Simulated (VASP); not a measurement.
Consider the following.

```
CELL_PARAMETERS angstrom
      2.86280     0.00000     0.00000
      0.00000     2.86280     0.00000
      0.00000     0.00000     2.86280
ATOMIC_POSITIONS crystal
  Al 0.50000 0.50000 0.50000
  Ni 0.00000 0.00000 0.00000
```

Level of theory: PBEsol GGA, VASP's PBE PAW potentials (set 64) (plane waves; VASP 6.6.1). Numerical set-up: 400 eV cut-off, 11×11×11 Γ-centred mesh, first-order Methfessel-Paxton smearing of 0.10 eV, potentials Al Ni.

Task: What does the run give for the energy per atom (σ→0), band gap (on the k-mesh) with the smallest direct gap where there is one?

Result: 
| Property | Result |
|---|---|
| band gap (on the k-mesh) | none (metal, semimetal or under 0.01 eV) |
| energy per atom (σ→0) | -5.791 eV/atom |

The absolute energy has meaning only against runs of the same code, potentials and settings.

The compound is NiAl in the CsCl type structure. It was relaxed first. The start is the result of an earlier pass. The run is not spin-polarised, so no magnetic state was tried. The electron count is odd and the run is not spin-polarised, which forces a metal.
